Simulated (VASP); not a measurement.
Calculation: PBEsol GGA, VASP's PBE PAW potentials (set 64) (plane waves; VASP).

VASP ran on this input.

**KPOINTS**
```
Automatic mesh
0
Gamma
12 12 12
0 0 0
```

POSCAR:
```
PtAl2
1
    0.0000000000     2.9471763012     2.9471763012
    2.9471763012     0.0000000000     2.9471763012
    2.9471763012     2.9471763012     0.0000000000
Al Pt
2 1
Direct
  0.2500000000   0.2500000000   0.2500000000
  0.7500000000   0.7500000000   0.7500000000
  0.0000000000   0.0000000000   0.0000000000
```

INCAR:
```
SYSTEM = PtAl2
PREC = Normal; ENCUT = 400; LREAL = F
LASPH = T
EDIFF = 1E-5; NELM = 100; NELMIN = 4
ALGO = Fast; LMAXMIX = 6
ISMEAR = 1; SIGMA = 0.1
GGA = PS
IBRION = 2; NSW = 20; ISIF = 2
EDIFFG = -0.03
LWAVE = F; LCHARG = F
```

POTCAR, in this order: Al Pt (PBE.64 set). Program: vasp_std.

The run wrote:

### OSZICAR
```
       N       E                     dE             d eps       ncg     rms          rms(c)
DAV:   1     0.350585297087E+02    0.35059E+02   -0.57811E+03  1888   0.897E+02
DAV:   2    -0.169862759940E+02   -0.52045E+02   -0.47249E+02  2016   0.164E+02
DAV:   3    -0.184041013852E+02   -0.14178E+01   -0.14044E+01  2200   0.262E+01
DAV:   4    -0.184160346009E+02   -0.11933E-01   -0.11929E-01  2072   0.284E+00
DAV:   5    -0.184162176881E+02   -0.18309E-03   -0.18307E-03  2184   0.367E-01    0.906E+00
RMM:   6    -0.178813536762E+02    0.53486E+00   -0.23558E+00  1728   0.114E+01    0.222E+00
RMM:   7    -0.177968183780E+02    0.84535E-01   -0.14027E-01  1728   0.286E+00    0.153E+00
RMM:   8    -0.177634072012E+02    0.33411E-01   -0.46312E-02  1728   0.169E+00    0.256E-01
RMM:   9    -0.177630114327E+02    0.39577E-03   -0.97980E-03  1728   0.735E-01    0.180E-01
RMM:  10    -0.177631568150E+02   -0.14538E-03   -0.20233E-03  1740   0.345E-01    0.893E-02
RMM:  11    -0.177631569408E+02   -0.12578E-06   -0.77688E-04  1728   0.201E-01    0.221E-02
RMM:  12    -0.177631488356E+02    0.81052E-05   -0.15842E-04  1684   0.892E-02    0.275E-02
RMM:  13    -0.177631518208E+02   -0.29852E-05   -0.30319E-05  1303   0.377E-02
   1 F= -.17763152E+02 E0= -.17763226E+02  d E =-.177632E+02
```

### OUTCAR
```
------------------------ aborting loop because EDIFF is reached ----------------------------------------
  FORCE on cell =-STRESS in cart. coord.  units (eV):
  Direction    XX          YY          ZZ          XY          YZ          ZX
  --------------------------------------------------------------------------------------
  Total        0.0799815      0.0799815      0.0799815     -0.0000000      0.0000000      0.0000000
  in kB        2.5029479      2.5029479      2.5029479     -0.0000000      0.0000000      0.0000000
  external PRESSURE =       2.5029479 kB  Pullay stress =       0.0000000 kB
  volume of cell :       51.20
      direct lattice vectors                 reciprocal lattice vectors
     0.000000000  2.947176301  2.947176301    -0.169653916  0.169653916  0.169653916
     2.947176301  0.000000000  2.947176301     0.169653916 -0.169653916  0.169653916
     2.947176301  2.947176301  0.000000000     0.169653916  0.169653916 -0.169653916
 POSITION                                       TOTAL-FORCE (eV/Angst)
 -----------------------------------------------------------------------------------
      1.47359      1.47359      1.47359         0.000000     -0.000000      0.000000
      4.42076      4.42076      4.42076         0.000000      0.000000     -0.000000
      0.00000      0.00000      0.00000        -0.000000     -0.000000     -0.000000
 -----------------------------------------------------------------------------------
    total drift:                               -0.000000     -0.000000     -0.000000
  FREE ENERGIE OF THE ION-ELECTRON SYSTEM (eV)
  ---------------------------------------------------
  free  energy   TOTEN  =       -17.7631518208 eV

  energy  without entropy=      -17.7633758167  energy(sigma->0) =      -17.76322649

 reached required accuracy - stopping structural energy minimisation
```
(Selected blocks of OUTCAR.)

The compound is PtAl2 in the fluorite structure. It was relaxed first.
